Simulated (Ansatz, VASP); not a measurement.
# Ge17H12 (Ge wire along [110], 17 atoms a period, H-terminated) in two plane-wave programs, part 2 of 3

Wanted: the spread between two codes on one cell, functional and k mesh. Of the first pair: The structure shown is the start of the Ansatz relaxation below; VASP solves that cell, so the two are compared at the walk's first step.

VASP 6.6.1 and Ansatz 0.2.0.

So far: Set-up; Ansatz: relaxation, PBE.

## Step 3: VASP: single point, PBE, start cell, pair 1

Level of this step: PBE; plane waves and PAW (H, Ge_d) (VASP).

The same cell, functional, mesh and smearing now go to VASP, with its own data sets.

Lines of VASP's logs that name or quote its potential files are left out, and so is its time.

Contents of INCAR:

```
SYSTEM = Ge17H12
PREC = Accurate
ENCUT = 410
EDIFF = 1E-06
NELM = 120
ISMEAR = -1
SIGMA = 0.05
LREAL = .FALSE.
ALGO = Normal
GGA = PE
NBANDS = 148
LORBIT = 11
LWAVE = .FALSE.
LCHARG = .FALSE.
ISIF = 2
LASPH = .TRUE.
GGA_COMPAT = .FALSE.
EFERMI = MIDGAP
KPAR = 4
```

Contents of POSCAR:

```
Ge17H12
1.0
   20.1210000000      0.0000000000      0.0000000000
    0.0000000000     17.4930000000      0.0000000000
    0.0000000000      0.0000000000      4.0729350000
H Ge
12 17
Direct
    0.1689776850      0.4271860173      0.0000000000
    0.4552457631      0.8056462585      0.0000000000
    0.7594718453      0.3107699080      0.0000000000
    0.8310388649      0.5000000000      0.3127314823
    0.3121117241      0.3107699080      0.5000001228
    0.3121117241      0.6892300920      0.5000001228
    0.6163378063      0.1943537415      0.5000001228
    0.6163378063      0.8056462585      0.5000001228
    0.8310388649      0.5000000000      0.6872685177
    0.1689776850      0.5728139827      0.0000000000
    0.4552457631      0.1943537415      0.0000000000
    0.7594718453      0.6892300920      0.0000000000
    0.2137401720      0.5000000000      0.0000000000
    0.4284412306      0.3835838335      0.0000000000
    0.5000082501      0.2671677242      0.0000000000
    0.5000082501      0.5000000000      0.0000000000
    0.7147093087      0.3835838335      0.0000000000
    0.7862763282      0.5000000000      0.0000000000
    0.2853071915      0.5000000000      0.5000001228
    0.3568742110      0.3835838335      0.5000001228
    0.3568742110      0.6164161665      0.5000001228
    0.5715752696      0.2671677242      0.5000001228
    0.5715752696      0.7328322758      0.5000001228
    0.5715752696      0.5000000000      0.5000001228
    0.6431422892      0.3835838335      0.5000001228
    0.6431422892      0.6164161665      0.5000001228
    0.4284412306      0.6164161665      0.0000000000
    0.5000082501      0.7328322758      0.0000000000
    0.7147093087      0.6164161665      0.0000000000
```

Contents of KPOINTS:

```
Automatic mesh
0
Gamma
1 1 20
0 0 0
```

PAW data sets: H and Ge_d (PBE family, release 64).

On the command line:

```sh
$ mpirun -np 4 vasp_std
```

Numbers of over 12 decimals in the logs are rounded to 6 here.

Output:

```text
[banner, memory and clock lines left out]
running    4 mpi-ranks, on    1 nodes
 distrk:  each k-point on    1 cores,    4 groups
 distr:  one band on    1 cores,    1 groups

 POSCAR found type information on POSCAR H Ge
 POSCAR found :  2 types and      29 ions
|                                                                             |
|               ----> ADVICE to this user running VASP <----                  |
|                                                                             |
|     You have a (more or less) 'large supercell' and for larger cells it     |
|     might be more efficient to use real-space projection operators.         |
|     Therefore, try LREAL= Auto in the INCAR file.                           |
|     Mind: For very accurate calculation, you might also keep the            |
|     reciprocal projection scheme (i.e. LREAL=.FALSE.).                      |
|                                                                             |

 LDA part: xc-table for (Slater+PW92), standard interpolation
 POSCAR, INCAR and KPOINTS ok, starting setup
 FFT: planning ... GRIDC
 FFT: planning ... GRID_SOFT
 FFT: planning ... GRID
 WAVECAR not read
 entering main loop
       N       E                     dE             d eps       ncg     rms          rms(c)
DAV:   1     0.254461270303E+04    0.25446E+04   -0.11024E+05  3912   0.232E+03
DAV:   2     0.340434856324E+03   -0.22042E+04   -0.21430E+04  4216   0.570E+02
DAV:   3    -0.824099606578E+02   -0.42284E+03   -0.41392E+03  4572   0.214E+02
DAV:   4    -0.116404614350E+03   -0.33995E+02   -0.33738E+02  3688   0.680E+01
DAV:   5    -0.117957352269E+03   -0.15527E+01   -0.15502E+01  4728   0.149E+01    0.134E+01
DAV:   6    -0.115521531115E+03    0.24358E+01   -0.11394E+00  3832   0.907E+00    0.772E+00
DAV:   7    -0.114457170145E+03    0.10644E+01   -0.43051E+00  3624   0.771E+00    0.136E+00
DAV:   8    -0.114422405862E+03    0.34764E-01   -0.66442E-01  3768   0.650E+00    0.766E-01
DAV:   9    -0.114409385633E+03    0.13020E-01   -0.11255E-01  3912   0.541E+00    0.352E-01
DAV:  10    -0.114407514991E+03    0.18706E-02   -0.28258E-02  4320   0.194E+00    0.214E-01
DAV:  11    -0.114404442585E+03    0.30724E-02   -0.17489E-02  3776   0.134E+00    0.108E-01
DAV:  12    -0.114403557998E+03    0.88459E-03   -0.58932E-03  3880   0.122E+00    0.869E-02
DAV:  13    -0.114404012240E+03   -0.45424E-03   -0.26826E-03  4272   0.574E-01    0.375E-02
DAV:  14    -0.114405487515E+03   -0.14753E-02   -0.15401E-03  3532   0.460E-01    0.356E-02
[...]
DAV:  19    -0.114408393607E+03   -0.18402E-03   -0.25968E-05  4328   0.321E-02    0.391E-03
DAV:  20    -0.114408552340E+03   -0.15873E-03   -0.13145E-05  2740   0.323E-02    0.157E-03
DAV:  21    -0.114408609975E+03   -0.57635E-04   -0.29946E-06  2648   0.132E-02    0.118E-03
DAV:  22    -0.114408662774E+03   -0.52799E-04   -0.24328E-06  2548   0.825E-03    0.750E-04
DAV:  23    -0.114408681584E+03   -0.18810E-04   -0.92500E-07  2504   0.919E-03    0.544E-04
DAV:  24    -0.114408686531E+03   -0.49463E-05   -0.23866E-07  2352   0.522E-03    0.285E-04
DAV:  25    -0.114408690862E+03   -0.43310E-05   -0.36255E-07  2192   0.421E-03    0.265E-04
DAV:  26    -0.114408691227E+03   -0.36566E-06   -0.85849E-08  2296   0.275E-03
   1 F= -.11440869E+03 E0= -.11440869E+03  d E =-.255261E-06
```

From OUTCAR (step 3):

```text
ion  position               nearest neighbor table
   1  0.169  0.427  0.000-  13 1.56
   2  0.455  0.806  0.000-  28 1.56
   3  0.759  0.311  0.000-  17 1.56
   4  0.831  0.500  0.313-  18 1.56
   5  0.312  0.311  0.500-  20 1.56
   6  0.312  0.689  0.500-  21 1.56
   7  0.616  0.194  0.500-  22 1.56
   8  0.616  0.806  0.500-  23 1.56
   9  0.831  0.500  0.687-  18 1.56
  10  0.169  0.573  0.000-  13 1.56
  11  0.455  0.194  0.000-  15 1.56
  12  0.759  0.689  0.000-  29 1.56
  13  0.214  0.500  0.000-   1 1.56  10 1.56  19 2.49  19 2.49
  14  0.428  0.384  0.000-  15 2.49  20 2.49  16 2.49  20 2.49
  15  0.500  0.267  0.000-  11 1.56  22 2.49  14 2.49  22 2.49
  16  0.500  0.500  0.000-  24 2.49  24 2.49  14 2.49  27 2.49
  17  0.715  0.384  0.000-   3 1.56  25 2.49  25 2.49  18 2.49
  18  0.786  0.500  0.000-   4 1.56   9 1.56  17 2.49  29 2.49
  19  0.285  0.500  0.500-  13 2.49  13 2.49  21 2.49  20 2.49
  20  0.357  0.384  0.500-   5 1.56  14 2.49  19 2.49  14 2.49
  21  0.357  0.616  0.500-   6 1.56  27 2.49  19 2.49  27 2.49
  22  0.572  0.267  0.500-   7 1.56  15 2.49  25 2.49  15 2.49
  23  0.572  0.733  0.500-   8 1.56  28 2.49  26 2.49  28 2.49
  24  0.572  0.500  0.500-  16 2.49  16 2.49  26 2.49  25 2.49
  25  0.643  0.384  0.500-  17 2.49  22 2.49  17 2.49  24 2.49
  26  0.643  0.616  0.500-  29 2.49  23 2.49  29 2.49  24 2.49
  27  0.428  0.616  0.000-  28 2.49  21 2.49  16 2.49  21 2.49
  28  0.500  0.733  0.000-   2 1.56  23 2.49  27 2.49  23 2.49
  29  0.715  0.616  0.000-  12 1.56  26 2.49  26 2.49  18 2.49

  LATTYP: Found a simple orthorhombic cell.
 ALAT       =     4.0729350000
 B/A-ratio  =     4.2949371890
 C/A-ratio  =     4.9401721363

 Subroutine GETGRP returns: Found  4 space group operations
 (whereof  4 operations were pure point group operations)

The static configuration has the point symmetry C_2v.

 Found     11 irreducible k-points:

   k-points           NKPTS =     11   k-points in BZ     NKDIM =     11   number of bands    NBANDS=    148

   dimension x,y,z NGX =   140 NGY =  120 NGZ =   28
   dimension x,y,z NGXF=   280 NGYF=  240 NGZF=   56

   ENCUT  =  410.0 eV  30.13 Ry    5.49 a.u.  33.22 28.88  6.72*2*pi/ulx,y,z

   NELECT =     250.0000    total number of electrons

 k-points in reciprocal lattice and weights: Automatic mesh
   0.00000000  0.00000000  0.00000000       0.050
   0.00000000  0.00000000  0.05000000       0.100
   0.00000000  0.00000000  0.10000000       0.100
   0.00000000  0.00000000  0.15000000       0.100
   0.00000000  0.00000000  0.20000000       0.100
   0.00000000  0.00000000  0.25000000       0.100
   0.00000000  0.00000000  0.30000000       0.100
   0.00000000  0.00000000  0.35000000       0.100
   0.00000000  0.00000000  0.40000000       0.100
   0.00000000  0.00000000  0.45000000       0.100
   0.00000000  0.00000000  0.50000000       0.050

 average (electrostatic) potential at core
       1 -38.6408       2 -38.6845       3 -38.7103       4 -38.7435       5 -38.7447
       6 -38.7447       7 -38.6782       8 -38.6782       9 -38.7435      10 -38.6408
      11 -38.6845      12 -38.7103      13 -80.7789      14 -80.8881      15 -80.8190
      16 -80.9612      17 -80.8397      18 -80.6800      19 -80.8137      20 -80.8741
      21 -80.8741      22 -80.8184      23 -80.8184      24 -80.9581      25 -80.8836
      26 -80.8836      27 -80.8881      28 -80.8190      29 -80.8397

 E-fermi :  -1.4039

 k-point     1 :       0.0000    0.0000    0.0000
  band No.  band energies     occupation
    ...
    121      -2.9913      2.00000
    122      -2.9257      2.00000
    123      -2.7375      2.00000
    124      -2.4271      2.00000
    125      -2.0687      2.00000
    126      -0.6836      0.00000
    127      -0.6832      0.00000
    128      -0.6809      0.00000
    129      -0.4584      0.00000
    130      -0.4223      0.00000
    ...

 k-point     2 :       0.0000    0.0000    0.0500
  band No.  band energies     occupation
    ...
    121      -3.0833      2.00000
    122      -3.0400      2.00000
    123      -2.7117      2.00000
    124      -2.6120      2.00000
    125      -2.3232      2.00000
    126      -0.5015      0.00000
    127      -0.4975      0.00000
    128      -0.4399      0.00000
    129      -0.2808      0.00000
    130      -0.2119      0.00000
    ...

 k-point     3 :       0.0000    0.0000    0.1000
  band No.  band energies     occupation
    ...
    121      -3.2589      2.00000
    122      -3.0845      2.00000
    123      -2.9603      2.00000
    124      -2.7750      2.00000
    125      -2.7265      2.00000
    126      -0.1010      0.00000
    127      -0.0973      0.00000
    128      -0.0338      0.00000
    129       0.1809      0.00000
    130       0.2076      0.00000
    ...

  Total       -6.0889560     -6.7823022     -2.8552517      0.0000000      0.0000000      0.0000000
  in kB       -6.8050619     -7.5799508     -3.1910503      0.0000000      0.0000000      0.0000000
  external PRESSURE =      -5.8586876 kB  Pullay stress =       0.0000000 kB

  energy-cutoff  :      410.00
  volume of cell :     1433.58
      direct lattice vectors                 reciprocal lattice vectors
    20.121000000  0.000000000  0.000000000     0.049699319  0.000000000  0.000000000
     0.000000000 17.493000000  0.000000000     0.000000000  0.057165723  0.000000000
     0.000000000  0.000000000  4.072935000     0.000000000  0.000000000  0.245523192

 POSITION                                       TOTAL-FORCE (eV/Angst)
 -----------------------------------------------------------------------------------
      3.40000      7.47277      0.00000         0.049576      0.185826      0.000000
      9.16000     14.09317      0.00000         0.018299     -0.066419      0.000000
     15.28133      5.43630      0.00000        -0.055530      0.049826      0.000000
     16.72133      8.74650      1.27373        -0.063828      0.000000     -0.352659
      6.28000      5.43630      2.03647         0.035450      0.060476      0.000000
      6.28000     12.05670      2.03647         0.035450     -0.060476      0.000000
     12.40133      3.39983      2.03647        -0.015186      0.065372      0.000000
     12.40133     14.09317      2.03647        -0.015186     -0.065372      0.000000
     16.72133      8.74650      2.79920        -0.063828      0.000000      0.352659
      3.40000     10.02023      0.00000         0.049576     -0.185826      0.000000
      9.16000      3.39983      0.00000         0.018299      0.066419      0.000000
     15.28133     12.05670      0.00000        -0.055530     -0.049826      0.000000
      4.30067      8.74650      0.00000         0.221284      0.000000      0.000000
      8.62067      6.71003      0.00000        -0.053798     -0.175394      0.000000
     10.06067      4.67356      0.00000         0.240143      0.116215      0.000000
     10.06067      8.74650      0.00000        -0.087234      0.000000      0.000000
     14.38067      6.71003      0.00000        -0.044149      0.284951      0.000000
     15.82067      8.74650      0.00000        -0.111006      0.000000      0.000000
      5.74067      8.74650      2.03647        -0.197453      0.000000      0.000000
      7.18067      6.71003      2.03647         0.101327      0.264555      0.000000
      7.18067     10.78297      2.03647         0.101327     -0.264555      0.000000
     11.50067      4.67356      2.03647        -0.230921      0.115711      0.000000
     11.50067     12.81944      2.03647        -0.230921     -0.115711      0.000000
     11.50067      8.74650      2.03647         0.087181      0.000000      0.000000
     12.94067      6.71003      2.03647         0.062231     -0.176850      0.000000
     12.94067     10.78297      2.03647         0.062231      0.176850      0.000000
      8.62067     10.78297      0.00000        -0.053798      0.175394      0.000000
     10.06067     12.81944      0.00000         0.240143     -0.116215      0.000000
     14.38067     10.78297      0.00000        -0.044149     -0.284951      0.000000
 -----------------------------------------------------------------------------------
    total drift:                                0.002699      0.000000     -0.002236

  FREE ENERGIE OF THE ION-ELECTRON SYSTEM (eV)
  ---------------------------------------------------
  free  energy   TOTEN  =      -114.4086912273 eV

  energy  without entropy=     -114.4086909720  energy(sigma->0) =     -114.40869110

 total charge
# of ion       s       p       d       tot
------------------------------------------
    1        0.534   0.012   0.000   0.546
    2        0.533   0.012   0.000   0.545
    3        0.533   0.012   0.000   0.545
    4        0.537   0.015   0.000   0.552
    5        0.533   0.012   0.000   0.545
    6        0.533   0.012   0.000   0.545
    7        0.533   0.012   0.000   0.545
    8        0.533   0.012   0.000   0.545
    9        0.537   0.015   0.000   0.552
   10        0.534   0.012   0.000   0.546
   11        0.533   0.012   0.000   0.545
   12        0.533   0.012   0.000   0.545
   13        1.090   1.344  10.043  12.478
   14        1.120   1.228  10.013  12.361
   15        1.104   1.289  10.028  12.420
   16        1.125   1.219  10.015  12.359
   17        1.104   1.289  10.028  12.420
   18        1.099   1.358  10.041  12.497
   19        1.114   1.239  10.011  12.364
   20        1.106   1.283  10.029  12.418
   21        1.106   1.283  10.029  12.418
   22        1.103   1.288  10.028  12.420
   23        1.103   1.288  10.028  12.420
   24        1.125   1.219  10.015  12.359
   25        1.119   1.228  10.013  12.361
   26        1.119   1.228  10.013  12.361
   27        1.120   1.228  10.013  12.361
   28        1.104   1.289  10.028  12.420
   29        1.104   1.289  10.028  12.420
--------------------------------------------------
tot         25.270  21.737 170.404 217.411

[... 3 further parts left out ...]
```

## Step 4: Differences

Known differences besides the potentials themselves: the cutoff is 420 eV in Ansatz and 410 eV in VASP. Total energies have different zeros and are not compared.

Forces on 8 of the 29 atoms, those with the largest forces and the largest differences (eV/Å; atoms numbered as in POSCAR):

```tsv
atom	Ansatz x, y, z	VASP x, y, z
H4	-0.052, 0.000, -0.332	-0.064, 0.000, -0.353
H9	-0.052, 0.000, 0.332	-0.064, 0.000, 0.353
Ge15	0.249, 0.130, 0.000	0.240, 0.116, 0.000
Ge17	-0.055, 0.299, 0.000	-0.044, 0.285, 0.000
Ge18	-0.133, 0.000, 0.000	-0.111, 0.000, 0.000
Ge20	0.112, 0.278, 0.000	0.101, 0.265, 0.000
Ge21	0.112, -0.278, 0.000	0.101, -0.265, 0.000
Ge29	-0.055, -0.299, 0.000	-0.044, -0.285, 0.000
```

The forces differ by 9.7 meV/Å r.m.s., which is 8.1 % of the r.m.s. force of 0.119 eV/Å (both taken over all components).

## Step 5: Ansatz: relaxation, PBE

This run makes the geometry at which the two programs are then compared. The cell compared in this pair holds 1439.48 Å³, against 1433.58 Å³ for the pair before.

The structure compared here is the end of the Ansatz relaxation.

Contents of input.yaml:

```yaml
crystal:
  lattice:
    - [20.121, 0.0, 0.0]
    - [0.0, 17.493, 0.0]
    - [0.0, 0.0, 4.0729350596]
  atoms:
    - { symbol: H, position: [0.168977685, 0.427195739, 0.0] }
    - { symbol: Ge, position: [0.213740193, 0.500009703, 0.0] }
    - { symbol: Ge, position: [0.428441251, 0.383593563, 0.0] }
    - { symbol: H, position: [0.455245763, 0.805655945, 0.0] }
    - { symbol: Ge, position: [0.500008271, 0.267177423, 0.0] }
    - { symbol: Ge, position: [0.500008271, 0.500009703, 0.0] }
    - { symbol: Ge, position: [0.71470933, 0.383593563, 0.0] }
    - { symbol: H, position: [0.759471837, 0.310779599, 0.0] }
    - { symbol: Ge, position: [0.786276349, 0.500009703, 0.0] }
    - { symbol: H, position: [0.831038857, 0.500009703, 0.312731396] }
    - { symbol: Ge, position: [0.285307212, 0.500009703, 0.5] }
    - { symbol: H, position: [0.312111724, 0.310779599, 0.5] }
    - { symbol: H, position: [0.312111724, 0.689239806, 0.5] }
    - { symbol: Ge, position: [0.356874232, 0.383593563, 0.5] }
    - { symbol: Ge, position: [0.356874232, 0.616425842, 0.5] }
    - { symbol: Ge, position: [0.57157529, 0.267177423, 0.5] }
    - { symbol: Ge, position: [0.57157529, 0.732841982, 0.5] }
    - { symbol: Ge, position: [0.57157529, 0.500009703, 0.5] }
    - { symbol: H, position: [0.616337798, 0.19436346, 0.5] }
    - { symbol: H, position: [0.616337798, 0.805655945, 0.5] }
    - { symbol: Ge, position: [0.64314231, 0.383593563, 0.5] }
    - { symbol: Ge, position: [0.64314231, 0.616425842, 0.5] }
    - { symbol: H, position: [0.831038857, 0.500009703, 0.687268604] }
    - { symbol: H, position: [0.168977685, 0.572823666, 0.0] }
    - { symbol: Ge, position: [0.428441251, 0.616425842, 0.0] }
    - { symbol: H, position: [0.455245763, 0.19436346, 0.0] }
    - { symbol: Ge, position: [0.500008271, 0.732841982, 0.0] }
    - { symbol: Ge, position: [0.71470933, 0.616425842, 0.0] }
    - { symbol: H, position: [0.759471837, 0.689239806, 0.0] }
kpoints:
  mp_grid: { grid: [1, 1, 20] }
scf:
  occupations: { method: fermi_dirac, width: 0.05 }
hamiltonian:
  xc: pbe
  pseudopotentials: { kind: paw, azcp: { folder: soft_1 } }
relax:
  cell: { fix: [a, b, alpha, beta, gamma] }
  max_steps: 45
  f_tol: 0.03
```

On the command line:

```sh
$ ansatz run input.yaml --threads 4 --pin off --max-ram 16384MiB --backend cpu --events-out ev --progress --plain --runs-dir out
```

Output:

```text
[...]
Crystal: 29 atoms, lattice volume = 1433.578 Å³
Basis set: ecut = 420 eV, 27989 PW (Γ), exchange–correlation on 270×240×60 points (8 copies of the dense FFT grid, shifted against one another)
Bands: 154, of which v1, the nominal top of the filled ones, is band 125 counted from 1 (124 counted from 0)
Symmetry: 4 space group operations
[...]
k-points: 11 of 20
[...]
- { symbol: Ge, position: [0.642227, 0.615770, 0.500000] }
    - { symbol: H, position: [0.829602, 0.5, 0.701368] }
    - { symbol: H, position: [0.171784, 0.571302, 0.0] }
    - { symbol: Ge, position: [0.429000, 0.615579, 0.0] }
    - { symbol: H, position: [0.456145, 0.197806, 0.0] }
    - { symbol: Ge, position: [0.501110, 0.729767, 0.0] }
    - { symbol: Ge, position: [0.712060, 0.614100, 0.0] }
    - { symbol: H, position: [0.756308, 0.687112, 0.0] }
[key lines of the parts left out:]
SCF converged after 7 iterations
Free energy (F): -73202.383725 eV
Fermi energy:    -0.517692 eV
P = ⅓ Tr σ = -0.0029 GPa (-0.029 kbar)
```

(Continued in part 3 of 3.)

[Lines on the potential files, build, host, timing and source positions are cut from VASP's logs without a mark.]

[Logs are printed without paths, hosts, clocks, repeated set-up lines and the standing remarks that a program may print on its own settings, such as how far it seeks lower states.]

[Hosts, paths, dates, database ids (printed as entryN), source tags and the programs' standing remarks are cut or masked in the printed files.]
